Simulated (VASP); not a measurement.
An input for Ansatz (written as the equivalent of a VASP run, and not itself run):

Ansatz 0.2 input:
```yaml
crystal:
  lattice:
    - [0.0000000, 2.8257706, 2.8257706]
    - [2.8257706, 0.0000000, 2.8257706]
    - [2.8257706, 2.8257706, 0.0000000]
  atoms:
    - { symbol: Pb, position: [0.0000000, 1.0000000, 1.0000000] }
    - { symbol: S, position: [0.5000000, 0.5000000, 0.5000000] }
kpoints:
  mp_grid: { grid: [8, 8, 8] }
hamiltonian:
  xc: pbesol
  pseudopotentials: { kind: paw }
scf:
  occupations: { method: gaussian, width: 0.05 }
  max_iter: 100
relax:
  max_steps: 40
  f_tol: 0.01
  cell: { p_target: 10 }
output: { forces: true, stress: true, eigenvalues: true }
```

Question: Write the VASP files for the same calculation (PBEsol).

Answer: Several could match; the one computed here: 
### INCAR
```
SYSTEM = PbS
PREC = Accurate
ENCUT = 480
EDIFF = 1E-7
NELM = 100
ALGO = Normal
LREAL = .FALSE.
LASPH = .TRUE.
ISMEAR = 0
SIGMA = 0.05
GGA = PS
LMAXMIX = 4
LWAVE = .FALSE.
LCHARG = .FALSE.
ISIF = 3
IBRION = 2
NSW = 40
EDIFFG = -0.01
PSTRESS = 100
```

**POSCAR**
```
PbS
1.0
  0.0000000000   2.8257705892   2.8257705892
  2.8257705892   0.0000000000   2.8257705892
  2.8257705892   2.8257705892   0.0000000000
Pb S
1 1
Cart
  5.6515411784   2.8257705892   2.8257705892
  2.8257705892   2.8257705892   2.8257705892
```

KPOINTS:
```
Regular mesh
0
G
 8 8 8
0 0 0
```

POTCAR, in this order: Pb_d S (PBE.64 set). Program: vasp_std.

The two are equivalent in intent, not identical: each code has its own PAW files, so the cut-off isn't converted (ENCUT is set for VASP's; basis.ecutwfc is left out, and Ansatz then takes the one that its files recommend); Ansatz stops its SCF on the density residual and VASP on the energy change (EDIFF).

The compound is PbS in the rock salt structure. It was relaxed first under an external pressure of 10 GPa.
